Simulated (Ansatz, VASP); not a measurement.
Given: the input of a run of VASP 6.6.1 on InSe2. Atoms were shifted at random by some hundredths of an Å from the given cell, which wasn't relaxed again for these runs. The cell comes from a database or a generator and needn't be the stable form of this composition.

The input INCAR:

```
ALGO = Normal
EDIFF = 1E-7
ENCUT = 520
GGA = PE
ISIF = 2
ISMEAR = -1
LASPH = True
LCHARG = False
LREAL = False
LWAVE = False
NBANDS = 34
NELM = 100
PREC = Accurate
SIGMA = 0.05
```

The input KPOINTS:

```
k-points
0
Gamma
  7 7 3
```

Contents of POSCAR:

```
InSe2
1.0
    3.8948930000      0.0000000000      0.0000000000
    0.0000000000      3.8948930000      0.0000000000
    0.0000000000      0.0000000000      9.6262310000
In Se
2 4
Direct
    0.4927170000      0.0100020000      0.2921220000
   -0.0059880000      0.5063300000      0.7050510000
    0.4920320000      0.5050310000     -0.0016600000
    0.0053960000     -0.0056940000     -0.0005980000
    0.5005630000      0.0108670000      0.6358710000
    0.0004750000      0.4995390000      0.3672330000
```

Potentials or basis: VASP PAW PBE potentials, release 64 (In_d, Se).

Run with:

```bash
$ cat potpaw_PBE.64/In_d/POTCAR potpaw_PBE.64/Se/POTCAR > POTCAR
$ mpirun -np 1 vasp_std > vasp.out
```

**Question.** Set up the same calculation for Ansatz 0.2.0. Potentials or basis there: Ansatz PAW, cutoff 420 eV.

**Answer.** As run (cutoffs and basis follow the program's own potentials, and thresholds, step limits or extra output files can differ):

input.yaml

```yaml
crystal:
  lattice:
    - [3.894893, 0.0, 0.0]
    - [0.0, 3.894893, 0.0]
    - [0.0, 0.0, 9.626231]
  atoms:
    - { symbol: In, position: [0.492717, 0.010002, 0.292122] }
    - { symbol: In, position: [-0.005988, 0.50633, 0.705051] }
    - { symbol: Se, position: [0.492032, 0.505031, -0.00166] }
    - { symbol: Se, position: [0.005396, -0.005694, -0.000598] }
    - { symbol: Se, position: [0.500563, 0.010867, 0.635871] }
    - { symbol: Se, position: [0.000475, 0.499539, 0.367233] }
hamiltonian:
  xc: pbe
  pseudopotentials: { kind: paw }
kpoints:
  mp_grid: { grid: [7, 7, 3] }
scf:
  occupations: { method: fermi_dirac, width: 0.05 }
output:
  forces: true
  stress: true
  eigenvalues: true
```

Potentials or basis: Ansatz PAW.

Launch:

```console
$ ansatz run input.yaml --threads 2 --pin off --max-ram 5120MiB --backend cpu --events-out ev --progress --plain --runs-dir out
```

Both were run:

|  | VASP | Ansatz |
| --- | --- | --- |
| Pressure | 0.0 GPa | 0.0 GPa |
| Largest force | 0.219 eV/Å | 0.217 eV/Å |

Ansatz's pressure holds a Pulay term of +0.03 GPa for its cutoff of 420 eV, which the other run lacks.

The potentials hold 50 and 90 valence electrons a cell.

Where Ansatz's input types no cutoff or centring, it takes its own default and a Γ-centred mesh.

Pressure is positive in compression.
